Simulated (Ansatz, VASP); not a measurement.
**W in two plane-wave programs**

Wanted: the spread between two codes on one cell, functional and k mesh. The structure shown is the end of the Ansatz relaxation below.

Main program and level: Ansatz 0.2.0; plane waves, with VASP 6.6.1 beside it; single point at PBEsol.

### 1. The structure

The structure is tetragonal, space group I4/mmm (No. 139). Conventional cell: a = 2.798 Å, b = 2.798 Å, c = 4.202 Å, α = 90.00°, β = 90.00°, γ = 90.00°. W has 12 W at 2.80 to 2.89 Å nearest.

### 2. Ansatz: relaxation, PBEsol

Ansatz runs on its PAW soft_1 files.

This run makes the geometry at which the two programs are then compared.

Input file input.yaml:

```yaml
crystal:
  lattice:
    - [2.79824292, 0.0, 0.0]
    - [0.0, 2.79824292, 0.0]
    - [0.0, 0.0, 4.02126871]
  atoms:
    - { symbol: W, position: [0.0, 0.0, 0.0] }
    - { symbol: W, position: [0.5, 0.5, 0.5] }
kpoints:
  mp_grid: { grid: [15, 15, 11] }
scf:
  occupations: { method: fermi_dirac, width: 0.05 }
hamiltonian:
  xc: pbesol
  pseudopotentials: { kind: paw, azcp: { folder: soft_1 }, xc_functional: pbe }
basis:
  ecutwfc: 600
output:
  forces: true
  stress: true
relax:
  f_tol: 0.005
  max_steps: 70
  cell: { stress_tol: 0.02, p_target: 0, fix: [a, b, alpha, beta, gamma] }
```

Command:

```sh
> ansatz run input.yaml --threads 3 --pin off --max-ram 5120MiB --backend cpu --events-out ev --progress --plain --runs-dir out
```

Numbers of over 12 decimals in the logs are rounded to 6 here.

What it wrote:

```text
Engine: ansatz 0.2.0, x86_64-unknown-linux-gnu
Pseudopotentials: kind: paw
Pseudopotential: W, paw, valence charge 14, recommended cutoff 420 eV (normal), soft_1/W.paw.azcp
Functional definition: PBEsol
  exchange = pbesol_x
  correlation = pbesol_c
Crystal: 2 atoms, lattice volume = 31.487 Å³
Basis set: ecut = 600 eV, 1057 PW (Γ), exchange–correlation on 48×48×72 points (8 copies of the dense FFT grid, shifted against one another)
Bands: 18, of which v1, the nominal top of the filled ones, is band 14 counted from 1 (13 counted from 0)
Symmetry: 32 space group operations
Space group: I4/mmm (ITA 139), of the structure as read, at distance tolerance 3.2e-5 Å
k-points: 216 of 2475
Non-local potential: W, projectors of the file, l = 0: 3, l = 1: 2, l = 2: 2, l = 3: 1
PAW form: soft (Blöchl's): semilocal exchange-correlation on the pseudo side does not see the compensation charge
PAW frozen core: W, regenerated for the run's functional, and the local potential with it (the file was generated under x = pbe(κ = 0.804, μ = 0.219515), c = pbe(β = 0.066725))
PAW one-centre angular grid: W, 590 points (default); XC on 64 Gauss nodes
Initial density: superposition of atomic densities (chi_scale 0.1, normalization cell)
Initial wavefunctions: pseudopotential atomic-orbital guess
Functional: x = pbesol(κ = 0.804, μ = 0.123457), c = pbesol(β = 0.046)
SCF iter   1: F=—  HF=-20514.587332 eV  |F-HF|=—  |Δ(HF+E_count)|=         —  Δρ=5.82e-2  dr2=9.90e-1  ethr=3.10e-3  ⟨swp⟩=5.1  Hψ=15833  notcnv=0
preconditioner: auto → none  [metal: Δε(μ)=0.019 eV  Ē_g=5.694 eV  σ=0.050 eV  W_gap=0.09  n_scr=6 (ndim 8)  ℏωp=22.9 eV  f_vac=0.000  D(μ)=2.06/eV (n_scr^D=20)  sad-step TF]
SCF iter   2: F=—  HF=-20514.329258 eV  |F-HF|=—  |Δ(HF+E_count)|=   2.58e-1  Δρ=3.55e-2  dr2=3.60e-1  ethr=3.10e-3  ⟨swp⟩=2.0  Hψ=6386  notcnv=0  defer=9
SCF iter   3: F=—  HF=-20514.187749 eV  |F-HF|=—  |Δ(HF+E_count)|=   1.42e-1  Δρ=1.37e-3  dr2=1.90e-4  ethr=1.29e-3  ⟨swp⟩=3.0  Hψ=7386  notcnv=0  defer=9
SCF iter   4: F=—  HF=-20514.188052 eV  |F-HF|=—  |Δ(HF+E_count)|=   3.03e-4  Δρ=1.28e-4  dr2=4.48e-6  ethr=6.79e-7  ⟨swp⟩=2.0  Hψ=6628  notcnv=0  defer=9
SCF iter   5: F=—  HF=-20514.188042 eV  |F-HF|=—  |Δ(HF+E_count)|=   1.01e-5  Δρ=1.26e-5  dr2=2.82e-8  ethr=1.60e-8  ⟨swp⟩=2.0  Hψ=6339  notcnv=0  defer=9
SCF iter   6: F=-20514.188042 eV  HF=-20514.188042 eV  |F-HF|=2.87e-10  |Δ(HF+E_count)|=   1.16e-9  Δρ=1.47e-6  dr2=4.16e-10  ethr=1.01e-10  ⟨swp⟩=1.2  Hψ=12035  notcnv=0
SCF 1 converged in 6 iterations: F = -20514.188042 eV  dr2 = 4.16e-10
  greatest PAW one-centre occupation: 0.999 electrons in one spin orbital (limit 2), on the W atom at site 1 (counted from 0), in its partial waves of l = 0
relax step   1: F+E_penalty+E_count = -20514.18804165 eV  Δ(F+E_penalty+E_count) = +0.000e0 eV  max|allowed force component| = 1.144e-29 eV/Å  Δτ_max = 0.0000 Å  P = +4.387 GPa  Ω = 31.487 Å³  fix = [a, b, alpha, beta, gamma]  reactions: a +2.974, b +2.974 GPa  (6 SCF iters, dr2 threshold 1.00e-7 eV, accepted)
[...]
relax step   2: F+E_penalty+E_count = -20514.22120317 eV  Δ(F+E_penalty+E_count) = -3.316e-2 eV  max|allowed force component| = 8.332e-30 eV/Å  Δτ_max = 0.0000 Å  P = -8.728 GPa  Ω = 32.962 Å³  energy of the carried Pulay correction = -6.404e-5 eV  fix = [a, b, alpha, beta, gamma]  reactions: a -12.869, b -12.869 GPa  (6 SCF iters, dr2 threshold 2.00e-7 eV, accepted)
[...]
relax step   3: F+E_penalty+E_count = -20514.22128103 eV  Δ(F+E_penalty+E_count) = -7.786e-5 eV  max|allowed force component| = 3.254e-30 eV/Å  Δτ_max = 0.0000 Å  P = -8.027 GPa  Ω = 32.876 Å³  energy of the carried Pulay correction = -6.039e-5 eV  fix = [a, b, alpha, beta, gamma]  reactions: a -12.121, b -12.121 GPa  (6 SCF iters, dr2 threshold 2.00e-7 eV, accepted)
[...]
relax step   4: F+E_penalty+E_count = -20514.22129199 eV  Δ(F+E_penalty+E_count) = -1.097e-5 eV  max|allowed force component| = 8.234e-30 eV/Å  Δτ_max = 0.0000 Å  P = -8.215 GPa  Ω = 32.899 Å³  energy of the carried Pulay correction = -6.136e-5 eV  fix = [a, b, alpha, beta, gamma]  reactions: a -12.324, b -12.324 GPa  (7 SCF iters, accepted)
[...]
relax step   5: F+E_penalty+E_count = -20514.22136682 eV  Δ(F+E_penalty+E_count) = -7.483e-5 eV  max|allowed force component| = 8.012e-30 eV/Å  Δτ_max = 0.0000 Å  P = -8.214 GPa  Ω = 32.899 Å³  fix = [a, b, alpha, beta, gamma]  reactions: a -12.323, b -12.323 GPa  stress off target by 6.38e-3 GPa on what of the cell is left free  SCF on the basis re-selected at this cell (its energy is not comparable with the rows above)  (8 SCF iters)
basis re-selected at this cell: Δ(F+E_penalty+E_count) = -7.483e-5 eV, ΔP = +0.001 GPa vs the last step (what re-selecting the basis moved, of the pressure what is left beyond the Pulay correction that the steps carried, after the strain that the cell walked since its last selection, with what the two solves' SCF thresholds leave and, on support functions, any second-order correction that the steps lacked; it is no m [...]
SCF converged after 8 iterations
Free energy (F): -20514.221367 eV
Harris-Foulkes:  -20514.221367 eV  (|F-HF|=1.46e-11)
Internal energy: -20514.202814 eV  (E = F + TS)
E sigma→0 (E₀):  -20514.212090 eV
Entropy (-TS):   -0.018553 eV (-9.276 meV/atom)
Fermi energy:    20.947714 eV
--- Per-component energies (eV) ---
  E_band       = -195.567426
  E_kinetic    = 841.115524
  E_local      = -1143.052103  (includes V_loc(G=0)·N_el)
  E_nonlocal   = -45.379031
  E_hartree    = 470.699106
  E_xc         = -530.659197
  E_vxc        = -460.720231  (∫ρ·V_xc dr)
  E_paw        = -16902.367689  (= ΣΔE_a)
  E_vpaw       = -328.929861  (= ΣTr[D̂ρ^β])
  E_aug_tail   = 0.000063  (compensation charges beyond the density's cutoff)
  E_ewald      = -3205.003204
  E_core_change = 0.443715  (= ΣΔE_core)
  E_smearing   = -0.018553  (= −TS)
  E_closure    = -0.000000  (closes the sum)
  Σ components = -20514.221367   (vs F -20514.221367, Δ=0.00e0)
--- Forces (eV/Å), atoms counted from 1 ---
  atom   1  W      0.00000000     0.00000000     0.00000000
  atom   2  W      0.00000000     0.00000000     0.00000000
  max |Σ_I F_I| component: 1.92e-29 eV/Å
--- Stress (GPa, compression-positive) ---
      -12.323459       0.000000       0.000000
        0.000000     -12.323459       0.000000
        0.000000       0.000000       0.006377
  P = ⅓ Tr σ = -8.2135 GPa (-82.135 kbar)
--- Relaxed structure (4 steps of the walk, 4 accepted, 1 SCFs on fresh bases) ---
  F+E_penalty+E_count = -20514.22136682 eV   max|allowed force component| = 8.012e-30 eV/Å   (the final SCF, on the basis selected at the relaxed cell)
  cell:  # Å, volume = 32.8993 Å³
    - [2.79824292, 0.0, 0.0]
    - [0.0, 2.79824292, 0.0]
    - [0.0, 0.0, 4.201613]
  atoms:
    - { symbol: W, position: [0.0, 0.0, 0.0] }
    - { symbol: W, position: [0.5, 0.5, 0.5] }
```

### 3. VASP: single point, PBEsol, pair 1

The same cell, functional, mesh and smearing now go to VASP, with its own data sets.

Lines of VASP's logs that name or quote its potential files are left out, and so is its time.

Input file INCAR:

```
SYSTEM = W
PREC = Accurate
ENCUT = 600
EDIFF = 1E-06
NELM = 120
ISMEAR = -1
SIGMA = 0.05
LREAL = .FALSE.
ALGO = Normal
GGA = PS
NBANDS = 12
LASPH = .TRUE.
LORBIT = 11
LWAVE = .FALSE.
LCHARG = .FALSE.
ISIF = 2
GGA_COMPAT = .FALSE.
KPAR = 2
```

Input file POSCAR:

```
W
1.0
    2.7982429200      0.0000000000      0.0000000000
    0.0000000000      2.7982429200      0.0000000000
    0.0000000000      0.0000000000      4.2016131304
W
2
Direct
    0.0000000000      0.0000000000      0.0000000000
    0.5000000000      0.5000000000      0.5000000000
```

Input file KPOINTS:

```
Automatic mesh
0
Gamma
15 15 11
0 0 0
```

The projector-augmented-wave data sets are W (PBE family, release 64).

Command:

```sh
> mpirun -np 2 vasp_std
```

What it wrote:

```text
[banner, memory and clock lines left out]
running    2 mpi-ranks, on    1 nodes
 distrk:  each k-point on    1 cores,    2 groups
 distr:  one band on    1 cores,    1 groups

 POSCAR found type information on POSCAR W
 POSCAR found :  1 types and       2 ions
|                                                                             |
|               ----> ADVICE to this user running VASP <----                  |
|                                                                             |
|     You enforced a specific xc type in the INCAR file but a different       |
|     [... a line on the potential file left out ...]
|     I HOPE YOU KNOW WHAT YOU ARE DOING!                                     |
|                                                                             |

 LDA part: xc-table for (Slater+PW92), standard interpolation
 POSCAR, INCAR and KPOINTS ok, starting setup
 FFT: planning ... GRIDC
 FFT: planning ... GRID_SOFT
 FFT: planning ... GRID
 WAVECAR not read
 entering main loop
       N       E                     dE             d eps       ncg     rms          rms(c)
DAV:   1     0.368089097414E+02    0.36809E+02   -0.58824E+03  5184   0.988E+02
DAV:   2    -0.249424582223E+02   -0.61751E+02   -0.57312E+02  6248   0.237E+02
DAV:   3    -0.282088562066E+02   -0.32664E+01   -0.31047E+01  6640   0.433E+01
DAV:   4    -0.282650004731E+02   -0.56144E-01   -0.55668E-01  5636   0.568E+00
DAV:   5    -0.282654609912E+02   -0.46052E-03   -0.46040E-03  6196   0.480E-01    0.273E+01
DAV:   6    -0.271847726249E+02    0.10807E+01   -0.88163E-01  5800   0.639E+00    0.133E+01
DAV:   7    -0.267940860031E+02    0.39069E+00   -0.88287E-01  6216   0.645E+00    0.396E-01
DAV:   8    -0.267904879185E+02    0.35981E-02   -0.58646E-03  5632   0.516E-01    0.167E-01
DAV:   9    -0.267901429470E+02    0.34497E-03   -0.32754E-04  6320   0.100E-01    0.252E-02
DAV:  10    -0.267901504193E+02   -0.74723E-05   -0.90378E-06  5832   0.270E-02    0.163E-02
DAV:  11    -0.267901489982E+02    0.14211E-05   -0.33113E-06  5384   0.111E-02    0.194E-03
DAV:  12    -0.267901490291E+02   -0.30861E-07   -0.23502E-08  2780   0.165E-03
   1 F= -.26790149E+02 E0= -.26780860E+02  d E =-.185785E-01
```

OUTCAR, selected parts (step 3):

```text
ion  position               nearest neighbor table
   1  0.000  0.000  0.000-   2 2.89   2 2.89   2 2.89   2 2.89   2 2.89   2 2.89   2 2.89   2 2.89

  LATTYP: Found a simple tetragonal cell.
 ALAT       =     2.7982429200
 C/A-ratio  =     1.5015183637

 Subroutine GETGRP returns: Found 16 space group operations
 (whereof 16 operations were pure point group operations)

The static configuration has the point symmetry D_4h.

 Found    216 irreducible k-points:

   k-points           NKPTS =    216   k-points in BZ     NKDIM =    216   number of bands    NBANDS=     12

   dimension x,y,z NGX =    24 NGY =   24 NGZ =   36
   dimension x,y,z NGXF=    48 NGYF=   48 NGZF=   72

   ENCUT  =  600.0 eV  44.10 Ry    6.64 a.u.   5.59  5.59  8.39*2*pi/ulx,y,z

   NELECT =      12.0000    total number of electrons

 k-points in reciprocal lattice and weights: Automatic mesh
   0.00000000  0.00000000  0.00000000       0.000
   0.06666667  0.00000000  0.00000000       0.002
   0.13333333  0.00000000  0.00000000       0.002
   0.20000000  0.00000000  0.00000000       0.002
   0.26666667  0.00000000  0.00000000       0.002
   0.33333333  0.00000000  0.00000000       0.002
   0.40000000  0.00000000  0.00000000       0.002
   0.46666667  0.00000000  0.00000000       0.002
   0.06666667  0.06666667  0.00000000       0.002
[...]
0.46666667  0.40000000  0.45454545       0.006
   0.46666667  0.46666667  0.45454545       0.003

 average (electrostatic) potential at core
       1 -38.1376       2 -38.1376

 E-fermi :   6.8646

 k-point     1 :       0.0000    0.0000    0.0000
  band No.  band energies     occupation
    ...
      2       1.2759      2.00000
      3       2.3850      2.00000
      4       5.6977      2.00000
      5       6.5069      1.99844
      6       6.5069      1.99844
      7       8.6532      0.00000
      8       9.0987      0.00000
      9       9.8785      0.00000
     10      11.8184      0.00000
     11      12.4418      0.00000
    ...

 k-point     2 :       0.0667    0.0000    0.0000
  band No.  band energies     occupation
    ...
      2       1.3909      2.00000
      3       2.4842      2.00000
      4       5.7855      2.00000
      5       6.3709      1.99990
      6       6.5633      1.99518
      7       8.6541      0.00000
      8       8.6753      0.00000
      9       9.7514      0.00000
     10      11.5467      0.00000
     11      12.3706      0.00000
    ...

 k-point     3 :       0.1333    0.0000    0.0000
  band No.  band energies     occupation
    ...
      2       1.6990      2.00000
      3       2.7882      2.00000
      4       6.0116      2.00000
      5       6.0127      2.00000
      6       6.7308      1.87100
      7       7.7636      0.00000
      8       8.7723      0.00000
      9       9.4119      0.00000
     10      10.8836      0.00000
     11      12.1599      0.00000
    ...

  Total       -3.0886156     -3.0886156     -0.5079642      0.0000000     -0.0000000      0.0000000
  in kB     -150.4137575   -150.4137575    -24.7375559      0.0000000     -0.0000000      0.0000000
  external PRESSURE =    -108.5216903 kB  Pullay stress =       0.0000000 kB

  energy-cutoff  :      600.00
  volume of cell :       32.90
      direct lattice vectors                 reciprocal lattice vectors
     2.798242920  0.000000000  0.000000000     0.357367115  0.000000000  0.000000000
     0.000000000  2.798242920  0.000000000     0.000000000  0.357367115  0.000000000
     0.000000000  0.000000000  4.201613130     0.000000000  0.000000000  0.238003826

 POSITION                                       TOTAL-FORCE (eV/Angst)
 -----------------------------------------------------------------------------------
      0.00000      0.00000      0.00000         0.000000     -0.000000      0.000000
      1.39912      1.39912      2.10081         0.000000      0.000000      0.000000
 -----------------------------------------------------------------------------------
    total drift:                                0.000000      0.000000     -0.000000

  FREE ENERGIE OF THE ION-ELECTRON SYSTEM (eV)
  ---------------------------------------------------
  free  energy   TOTEN  =       -26.7901490291 eV

  energy  without entropy=      -26.7715705190  energy(sigma->0) =      -26.78085977

 total charge
# of ion       s       p       d       tot
------------------------------------------
    1        0.673   0.667   4.089   5.429
    2        0.673   0.667   4.089   5.429
--------------------------------------------------
tot          1.345   1.335   8.179  10.858

[... 3 further parts left out ...]
```

The data set W keeps the semicore shell frozen, which is cheaper and a little less accurate.

### 4. Comparison

Known differences besides the potentials themselves: the data sets hold 28 valence electrons in Ansatz (on its PAW soft_1 files) and 12 in VASP; Ansatz makes its cores anew for this functional, VASP keeps those of its PBE data sets; Ansatz's pressure holds a Pulay correction, VASP's none. Total energies have different zeros and are not compared.

Compared:

```csv
quantity,Ansatz,VASP,difference
pressure (GPa),-8.21,-10.85,+2.64
```

### 5. Ansatz: relaxation, PBEsol

This run makes the geometry at which the two programs are then compared. The cell compared in this pair holds 32.77 Å³, against 32.90 Å³ for the pair before.

The structure compared here is the end of the Ansatz relaxation.

Changes to input.yaml since step 2:

```diff
@@ -2,5 +2,5 @@
   lattice:
-    - [2.79824292, 0.0, 0.0]
-    - [0.0, 2.79824292, 0.0]
-    - [0.0, 0.0, 4.02126871]
+    - [2.74171276, 0.0, 0.0]
+    - [0.0, 2.74171276, 0.0]
+    - [0.0, 0.0, 4.06923613]
   atoms:
```

Command:

```sh
> ansatz run input.yaml --threads 3 --pin off --max-ram 5120MiB --backend cpu --events-out ev --progress --plain --runs-dir out
```

What it wrote:

```text
[...]
Crystal: 2 atoms, lattice volume = 30.588 Å³
Basis set: ecut = 600 eV, 1025 PW (Γ), exchange–correlation on 48×48×72 points (8 copies of the dense FFT grid, shifted against one another)
Bands: 18, of which v1, the nominal top of the filled ones, is band 14 counted from 1 (13 counted from 0)
Symmetry: 32 space group operations
[...]
k-points: 216 of 2475
[...]
-10.422543      -0.000000       0.000000
        0.000000     -10.422543       0.000000
        0.000000       0.000000       0.005934
  P = ⅓ Tr σ = -6.9464 GPa (-69.464 kbar)
--- Relaxed structure (5 steps of the walk, 5 accepted, 1 SCFs on fresh bases) ---
[...]
cell:  # Å, volume = 32.7702 Å³
    - [2.74171276, 0, 0.0]
    - [0, 2.74171276, 0.0]
    - [0.0, 0.0, 4.359491]
  atoms:
    - { symbol: W, position: [0.0, 0.0, 0.0] }
    - { symbol: W, position: [0.5, 0.5, 0.5] }
[key lines of the parts left out:]
SCF converged after 8 iterations
Free energy (F): -20514.318849 eV
Fermi energy:    21.205962 eV
```

### 6. VASP: single point, PBEsol, pair 2

The same cell, functional, mesh and smearing now go to VASP, with its own data sets.

INCAR is that of step 3.

Input file POSCAR:

```
W
1.0
    2.7417127600      0.0000000000      0.0000000000
    0.0000000000      2.7417127600      0.0000000000
    0.0000000000      0.0000000000      4.3594909146
W
2
Direct
    0.0000000000      0.0000000000      0.0000000000
    0.5000000000      0.5000000000      0.5000000000
```

KPOINTS is that of step 3.

Command:

```sh
> mpirun -np 2 vasp_std
```

What it wrote:

```text
[banner, memory and clock lines left out]
running    2 mpi-ranks, on    1 nodes
[...]
[... a notice as in an earlier step ...]

 LDA part: xc-table for (Slater+PW92), standard interpolation
 POSCAR, INCAR and KPOINTS ok, starting setup
[...]
entering main loop
       N       E                     dE             d eps       ncg     rms          rms(c)
DAV:   1     0.363342961894E+02    0.36334E+02   -0.58858E+03  5184   0.991E+02
DAV:   2    -0.250121565705E+02   -0.61346E+02   -0.56793E+02  6176   0.238E+02
DAV:   3    -0.283086669550E+02   -0.32965E+01   -0.31426E+01  6632   0.435E+01
DAV:   4    -0.283686245766E+02   -0.59958E-01   -0.59759E-01  5580   0.583E+00
[...]
DAV:  10    -0.268929821152E+02   -0.12565E-04   -0.18962E-05  5848   0.352E-02    0.228E-02
DAV:  11    -0.268929805447E+02    0.15705E-05   -0.36673E-06  5500   0.119E-02    0.349E-03
DAV:  12    -0.268929803385E+02    0.20621E-06   -0.10637E-07  2808   0.249E-03
   1 F= -.26892980E+02 E0= -.26884654E+02  d E =-.166528E-01
```

(Continued in part 2 of 2.)

[Lines on the potential files, build, host, timing and source positions are cut from VASP's logs without a mark.]

[Logs are printed without paths, hosts, clocks, repeated set-up lines and the standing remarks that a program may print on its own settings, such as how far it seeks lower states.]

[Hosts, paths, dates, database ids (printed as entryN), source tags and the programs' standing remarks are cut or masked in the printed files.]
